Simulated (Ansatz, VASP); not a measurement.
# ZrOs: VASP beside Ansatz

Contents of INCAR:

```
SYSTEM = ZrOs
PREC = Accurate ; ENCUT = 600
EDIFF = 1E-6 ; ISMEAR = -1
SIGMA = 0.15 ; LREAL = .False.
LASPH = .True. ; NELM = 100
ALGO = Fast ; ISIF = 3
LWAVE = .False. ; LCHARG = .False.
GGA = CA ; IBRION = 2
NSW = 80 ; EDIFFG = -0.001
```

File KPOINTS:

```
regular mesh
0
Gamma
  14 14 14
  0 0 0
```

Contents of POSCAR:

```
ZrOs
1.0
    3.2266863382      0.0000000000      0.0000000000
    0.0000000000      3.2266863382      0.0000000000
    0.0000000000      0.0000000000      3.2266863382
Zr Os
1 1
Direct
    0.5000000000      0.5000000000      0.5000000000
    0.0000000000      0.0000000000      0.0000000000
```

Input for Ansatz:

```yaml
crystal:
  lattice:
    - [3.2266863382, 0.0, 0.0]
    - [0.0, 3.2266863382, 0.0]
    - [0.0, 0.0, 3.2266863382]
  atoms:
    - { symbol: Zr, position: [0.5, 0.5, 0.5] }
    - { symbol: Os, position: [0.0, 0.0, 0.0] }
basis:
  ecutwfc: 420
kpoints:
  mp_grid: { grid: [14, 14, 14] }
hamiltonian:
  xc: lda
scf:
  occupations: { method: fermi_dirac, width: 0.15 }
output:
  forces: true
  stress: true
  eigenvalues: true
relax:
  adjacent_minimum: "off"
  f_tol: 0.001
  max_steps: 60
  cell: { stress_tol: 0.01 }
```

Alike in both runs: task relaxation of cell and atoms; functional LDA; k mesh 14 × 14 × 14; occupations fermi-dirac, width 0.15 eV; no spin polarisation.

|  | VASP | Ansatz |
| --- | --- | --- |
| version | VASP 6.6.1 | Ansatz 0.2.0 |
| potentials or method | VASP PAW LDA potentials, release 64 (Zr_sv, Os) | scalar-relativistic, plane waves, PAW |
| plane-wave cutoff (eV) | 600 | 420 |
| valence electrons in the cell | 20 | 28 |

|  | VASP | Ansatz | Ansatz less VASP |
| --- | --- | --- | --- |
| gap on the k mesh at the Fermi level, each at its own relaxed structure (eV) | none | none | - |
| relaxed volume (Å³/atom) | 16.82 | 16.79 | -0.036 |
| relaxed cell length with the largest relative difference (Å) | 3.228 | 3.226 | -0.0023 |

A gap of «none» marks a metal or a gap that the smearing closes. The two sets of potentials don't hold the same shells in valence.

The runs have no spin-orbit coupling, so splittings on Os are missing.
